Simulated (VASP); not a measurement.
Method: LDA (Ceperley-Alder, Perdew-Zunger), VASP's LDA PAW potentials (set 64) (plane waves; VASP 6.6.1).

VASP ran on this input.

**INCAR**
```
ENCUT  =  520   ! plane-wave cut-off (eV)
ISMEAR  =  -5   ! tetrahedra, Bloechl
ISIF  =  2   ! forces and stress, cell fixed
LMAXMIX  =  4   ! l cut-off of mixed one-centre charges
LEFG  =  .True.
PREC  =  Accurate
LASPH  =  .True.   ! aspherical one-centre terms
ALGO  =  Normal
LREAL  =  .False.
LWAVE  =  .False.
LORBIT  =  11   ! lm-projected
SYSTEM  =  Bi2Te3
NELM  =  100   ! most electronic steps
NEDOS  =  601   ! DOS grid
LCHARG  =  .True.
EDIFF  =  1E-7
```

File POSCAR:
```
Bi2Te3
10.2849280
  0.9773421396  -0.2116600769  -0.0015551473
  0.9773421396   0.2116600769  -0.0015551473
  0.9320823544   0.0000000000   0.3622463857
Bi Te
2 3
Cartesian
  1.1549579410  -0.0000000000   0.1436856985
  1.7318086927  -0.0000000000   0.2154503925
  0.0000000000   0.0000000000   0.0000000000
  0.6032340510   0.0000000000   0.0750469804
  2.2835325827   0.0000000000   0.2840891106
```

**KPOINTS**
```
Automatic
0
gamma
7 7 7
```

POTCAR, in this order: Bi_d Te (LDA.64 set). Program: vasp_std.

What VASP printed:

OUTCAR:
```
 ion  position               nearest neighbor table
   1  0.400  0.400  0.400-   5 3.05   5 3.05   5 3.05   3 3.21   3 3.21   3 3.21
   2  0.600  0.600  0.600-   4 3.05   4 3.05   4 3.05   3 3.21   3 3.21   3 3.21
   3  0.000  0.000  0.000-   2 3.21   2 3.21   1 3.21   1 3.21   2 3.21   1 3.21
   4  0.209  0.209  0.209-   2 3.05   2 3.05   2 3.05   5 3.57   5 3.57   5 3.57
   5  0.791  0.791  0.791-   1 3.05   1 3.05   1 3.05   4 3.57   4 3.57   4 3.57
  LATTYP: Found a trigonal (rhomboedric) cell.
 ALAT       =    10.2849283319
 COS(alpha) =     0.9104000052
 Subroutine PRICEL returns:
 Original cell was already a primitive cell.
 Subroutine GETGRP returns: Found 12 space group operations
The static configuration has the point symmetry D_3d.
The dynamic configuration has the point symmetry D_3d.
 Subroutine INISYM returns: Found 12 space group operations
 Subroutine IBZKPT returns following result:
 Found     44 irreducible k-points:

 Following reciprocal coordinates:
            Coordinates               Weight
  0.000000  0.000000  0.000000      1.000000
  0.142857 -0.000000 -0.000000      6.000000
  0.285714 -0.000000  0.000000      6.000000
  0.428571 -0.000000 -0.000000      6.000000
  0.142857  0.142857 -0.000000      6.000000
...
```

**OSZICAR**
```
       N       E                     dE             d eps       ncg     rms          rms(c)
DAV:   1     0.440453700596E+03    0.44045E+03   -0.21931E+04  2464   0.166E+03
DAV:   2     0.280906431263E+02   -0.41236E+03   -0.40170E+03  2632   0.417E+02
DAV:   3    -0.197374946589E+02   -0.47828E+02   -0.45917E+02  3216   0.153E+02
DAV:   4    -0.217759619681E+02   -0.20385E+01   -0.20151E+01  2804   0.318E+01
DAV:   5    -0.218804458240E+02   -0.10448E+00   -0.10429E+00  3620   0.738E+00    0.829E+00
DAV:   6    -0.216148091467E+02    0.26564E+00   -0.60523E-01  2828   0.500E+00    0.612E+00
DAV:   7    -0.216102170580E+02    0.45921E-02   -0.27168E-01  3288   0.234E+00    0.973E-01
DAV:   8    -0.216069201365E+02    0.32969E-02   -0.30124E-02  2804   0.113E+00    0.565E-01
DAV:   9    -0.216061850486E+02    0.73509E-03   -0.77825E-03  2996   0.461E-01    0.302E-01
DAV:  10    -0.216062379371E+02   -0.52888E-04   -0.10430E-03  2868   0.175E-01    0.113E-01
DAV:  11    -0.216062277968E+02    0.10140E-04   -0.14172E-04  2912   0.778E-02    0.357E-02
DAV:  12    -0.216062329454E+02   -0.51485E-05   -0.54401E-05  3840   0.312E-02    0.295E-02
DAV:  13    -0.216062317534E+02    0.11920E-05   -0.42943E-06  2716   0.102E-02    0.759E-03
DAV:  14    -0.216062312543E+02    0.49910E-06   -0.24028E-06  2748   0.652E-03    0.304E-03
DAV:  15    -0.216062312648E+02   -0.10555E-07   -0.44830E-07  2320   0.294E-03
   1 F= -.21606231E+02 E0= -.21606231E+02  d E =0.000000E+00
```

File OUTCAR:
```
------------------------ aborting loop because EDIFF is reached ----------------------------------------
  FORCE on cell =-STRESS in cart. coord.  units (eV):
  Direction    XX          YY          ZZ          XY          YZ          ZX
  --------------------------------------------------------------------------------------
  Total       -0.0408380      0.0060802      0.0053540      0.0000000      0.0000000     -0.0058370
  in kB       -0.3996472      0.0595019      0.0523955      0.0000000      0.0000000     -0.0571217
  external PRESSURE =      -0.0959166 kB  Pullay stress =       0.0000000 kB
  volume of cell :      163.72
      direct lattice vectors                 reciprocal lattice vectors
    10.051893537 -2.176908652 -0.015994578     0.049539046 -0.229683501 -0.127467030
    10.051893537  2.176908652 -0.015994578     0.049539046  0.229683501 -0.127467030
     9.586399905  0.000000000  3.725677995     0.000425349  0.000000000  0.267313074
 POSITION                                       TOTAL-FORCE (eV/Angst)
 -----------------------------------------------------------------------------------
     11.87866      0.00000      1.47780         0.026460     -0.000000      0.003292
     17.81153      0.00000      2.21589        -0.026460     -0.000000     -0.003292
      0.00000      0.00000      0.00000        -0.000000      0.000000      0.000000
      6.20422      0.00000      0.77185        -0.001196     -0.000000     -0.000149
     23.48597      0.00000      2.92184         0.001196     -0.000000      0.000149
 -----------------------------------------------------------------------------------
    total drift:                                0.000000      0.000000      0.000000
  FREE ENERGIE OF THE ION-ELECTRON SYSTEM (eV)
  ---------------------------------------------------
  free  energy   TOTEN  =       -21.6062312648 eV

  energy  without entropy=      -21.6062312648  energy(sigma->0) =      -21.60623126

 total charge

# of ion       s       p       d       tot
------------------------------------------
    1        1.598   1.171   9.947  12.716
    2        1.598   1.171   9.947  12.716
    3        1.394   1.982   0.027   3.403
    4        1.415   1.916   0.029   3.360
    5        1.415   1.916   0.029   3.360
--------------------------------------------------
tot          7.421   8.155  19.980  35.556

 Electric field gradients after diagonalization (V/A^2)
 (convention: |V_zz| > |V_xx| > |V_yy|)
----------------------------------------------------------------------
 ion       V_xx      V_yy      V_zz     asymmetry (V_yy - V_xx)/ V_zz
----------------------------------------------------------------------
   1     -12.370   -12.366    24.735       0.000
   2     -12.370   -12.366    24.735       0.000
   3     -42.332   -42.331    84.663       0.000
   4      -4.809    -4.809     9.618       0.000
   5      -4.809    -4.809     9.618       0.000
```
(Selected blocks of OUTCAR.)

The compound is Bi2Te3 in the tetradymite structure. It was relaxed first.
